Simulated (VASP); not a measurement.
Input:

```
CELL_PARAMETERS angstrom
     -1.58632     1.58632     1.58632
      1.58632    -1.58632     1.58632
      1.58632     1.58632    -1.58632
ATOMIC_POSITIONS crystal
  W  0.00000 0.00000 0.00000
```

All values below come from r2SCAN meta-GGA, VASP's PBE PAW potentials (set 64) (plane waves; VASP). Numerical set-up: 500 eV cut-off, 16×16×16 Γ-centred mesh, first-order Methfessel-Paxton smearing of 0.10 eV, potentials W_sv.

Unless said otherwise, spin-orbit coupling is left out, though it shifts the bands of the heavy elements here.

Predict the energy per atom (σ→0), band gap (on the k-mesh) with the smallest direct gap where there is one.

```
Item                                                        Result
------------------------  ----------------------------------------
band gap (on the k-mesh)  none (metal, semimetal or under 0.01 eV)
energy per atom (σ→0)                              -51.353 eV/atom
```

The compound is W in the bcc structure. It was relaxed first.
